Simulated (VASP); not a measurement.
```yaml
crystal:
  lattice:
    - [3.58812, 0.00000, 0.00000]
    - [-1.79406, 3.10740, 0.00000]
    - [0.00000, 0.00000, 5.96684]
  atoms:
    - { symbol: Be, position: [0.33333, 0.66667, 0.00184] }
    - { symbol: Be, position: [0.66667, 0.33333, 0.50184] }
    - { symbol: Te, position: [0.33333, 0.66667, 0.37316] }
    - { symbol: Te, position: [0.66667, 0.33333, 0.87316] }
```

Method: PBEsol GGA, VASP's PBE PAW potentials (set 64) (plane waves; VASP 6.6.1). Run with 500 eV cut-off, 7×7×4 Γ-centred mesh, Gaussian smearing of 0.050 eV, potentials Be Te.

Q: Estimate the energy per atom (σ→0), pressure.

A: 
| Item | Value |
|---|---|
| energy per atom (σ→0) | -3.701 eV/atom |
| pressure | 29.88 GPa |

The structure was generated: BeTe was put into the wurtzite type (P6_3mc), which need not be its known phase. It was relaxed first under an external pressure of 30 GPa.
